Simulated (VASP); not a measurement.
Calculation: PW91 GGA, VASP's PBE PAW potentials (set 64) (plane waves; VASP).

A VASP calculation is set up with these files.

### INCAR
```
ALGO = Normal
EDIFF = 1E-7
ENCUT = 520
GGA = 91
ISIF = 2
ISMEAR = 1
LASPH = .TRUE.
LCHARG = .FALSE.
LMAXMIX = 4
LREAL = .FALSE.
LWAVE = .FALSE.
NELM = 100
PREC = Accurate
SIGMA = 0.1
SYSTEM = V
```

File POSCAR:
```
V
1
   -1.4973459551     1.4973459551     1.4973459551
    1.4973459551    -1.4973459551     1.4973459551
    1.4973459551     1.4973459551    -1.4973459551
V
1
Direct
  0.0000000000   0.0000000000   0.0000000000
```

### KPOINTS
```
Automatic mesh
0
Gamma
17 17 17
0 0 0
```

POTCAR, in this order: V_sv (PBE.64 set). Program: vasp_std.

What VASP printed:

### OSZICAR
```
       N       E                     dE             d eps       ncg     rms          rms(c)
DAV:   1     0.842585160859E+02    0.84259E+02   -0.73621E+03  3300   0.142E+03
DAV:   2    -0.887011165542E+01   -0.93129E+02   -0.91243E+02  3390   0.366E+02
DAV:   3    -0.102975558893E+02   -0.14274E+01   -0.14036E+01  3450   0.535E+01
DAV:   4    -0.103060444031E+02   -0.84885E-02   -0.84873E-02  3338   0.443E+00
DAV:   5    -0.103061467486E+02   -0.10235E-03   -0.10234E-03  3438   0.477E-01    0.183E+01
DAV:   6    -0.897979696636E+01    0.13263E+01   -0.54227E+00  3316   0.349E+01    0.172E+00
DAV:   7    -0.896206228094E+01    0.17735E-01   -0.20466E-02  3320   0.225E+00    0.972E-01
DAV:   8    -0.895416191980E+01    0.79004E-02   -0.63960E-03  3330   0.138E+00    0.604E-02
DAV:   9    -0.895420095254E+01   -0.39033E-04   -0.66511E-05  3342   0.139E-01    0.319E-02
DAV:  10    -0.895420633279E+01   -0.53802E-05   -0.81487E-06  3316   0.334E-02    0.162E-03
DAV:  11    -0.895420694988E+01   -0.61709E-06   -0.11455E-07  1926   0.530E-03    0.775E-04
DAV:  12    -0.895420725323E+01   -0.30334E-06   -0.30333E-08  1652   0.310E-03    0.417E-04
DAV:  13    -0.895420728289E+01   -0.29665E-07   -0.40388E-09  1650   0.109E-03
   1 F= -.89542073E+01 E0= -.89537958E+01  d E =-.123452E-02
```

OUTCAR:
```
------------------------ aborting loop because EDIFF is reached ----------------------------------------
  FORCE on cell =-STRESS in cart. coord.  units (eV):
  Direction    XX          YY          ZZ          XY          YZ          ZX
  --------------------------------------------------------------------------------------
  Total        0.0226516      0.0226516      0.0226516      0.0000000      0.0000000     -0.0000000
  in kB        2.7026099      2.7026099      2.7026099      0.0000000      0.0000000     -0.0000000
  external PRESSURE =       2.7026099 kB  Pullay stress =       0.0000000 kB
  volume of cell :       13.43
      direct lattice vectors                 reciprocal lattice vectors
    -1.497345955  1.497345955  1.497345955     0.000000000  0.333924166  0.333924166
     1.497345955 -1.497345955  1.497345955     0.333924166  0.000000000  0.333924166
     1.497345955  1.497345955 -1.497345955     0.333924166  0.333924166  0.000000000
 POSITION                                       TOTAL-FORCE (eV/Angst)
 -----------------------------------------------------------------------------------
      0.00000      0.00000      0.00000         0.000000      0.000000     -0.000000
 -----------------------------------------------------------------------------------
    total drift:                                0.000000     -0.000000     -0.000000
  FREE ENERGIE OF THE ION-ELECTRON SYSTEM (eV)
  ---------------------------------------------------
  free  energy   TOTEN  =        -8.9542072829 eV

  energy  without entropy=       -8.9529727649  energy(sigma->0) =       -8.95379578
```
(Selected blocks of OUTCAR.)

The compound is V in the bcc structure. It was relaxed first. The run is not spin-polarised, so no magnetic state was tried.
